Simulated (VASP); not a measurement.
An input for Ansatz (written as the equivalent of a VASP run, and not itself run):

Ansatz 0.2 input:
```yaml
crystal:
  lattice:
    - [-0.0220804, 5.8712074, 5.9446689]
    - [5.8712074, -0.0220804, 5.9446689]
    - [2.9245635, 2.9245635, 0.0000000]
  atoms:
    - { symbol: Hg, position: [0.9943586, 0.9943586, 0.0112829] }
    - { symbol: Hg, position: [0.9911781, 0.5082537, 0.0005682] }
    - { symbol: Hg, position: [0.5082537, 0.9911781, 0.0005682] }
    - { symbol: Se, position: [0.1262114, 0.1262114, 0.2475771] }
    - { symbol: Se, position: [0.1674752, 0.6111250, 0.2213998] }
    - { symbol: Se, position: [0.6111250, 0.1674752, 0.2213998] }
    - { symbol: Se, position: [0.6018935, 0.6018935, 0.2962130] }
    - { symbol: Be, position: [0.4995045, 0.4995045, 0.0009909] }
kpoints:
  mp_grid: { grid: [4, 4, 7] }
hamiltonian:
  xc: pbesol
  pseudopotentials: { kind: paw }
scf:
  occupations: { method: tetrahedron }
  max_iter: 100
output: { forces: true, stress: true, eigenvalues: true }
```

Question: Write the VASP files for the same calculation (PBEsol).

Answer: Several could match; the one computed here: 
INCAR:
```
SYSTEM = BeHg3Se4
PREC = Accurate; ENCUT = 400; LREAL = .False.
LASPH = .True.
EDIFF = 1E-7; NELM = 100; ALGO = Normal
LMAXMIX = 6
ISMEAR = -5
GGA = PS
ISIF = 2
LWAVE = .False.; LCHARG = .True.; LORBIT = 11
NEDOS = 601
LEFG = .True.
```

File KPOINTS:
```
K-points
0
gamma
 4 4 7
0 0 0
```

### POSCAR
```
BeHg3Se4
1
   -0.0220804087     5.8712073752     5.9446689223
    5.8712073752    -0.0220804087     5.9446689223
    2.9245634833     2.9245634833    -0.0000000000
Hg Se Be
3 4 1
Direct
  0.9943585517   0.9943585517   0.0112828966
  0.9911781074   0.5082536716   0.0005682210
  0.5082536716   0.9911781074   0.0005682210
  0.1262114298   0.1262114298   0.2475771403
  0.1674752082   0.6111249793   0.2213998125
  0.6111249793   0.1674752082   0.2213998125
  0.6018935126   0.6018935126   0.2962129749
  0.4995045394   0.4995045394   0.0009909211
```

POTCAR, in this order: Hg Se Be (PBE.64 set). Program: vasp_std.

What does not carry over: each code has its own PAW files, so the cut-off isn't converted (ENCUT is set for VASP's; basis.ecutwfc is left out, and Ansatz then takes the one that its files recommend); Ansatz stops its SCF on the density residual and VASP on the energy change (EDIFF); the field gradients of LEFG aren't asked of the other code.

The structure was generated: BeHg3Se4 was put into an ordered model structure (Amm2), which need not be its known phase. It was relaxed first.
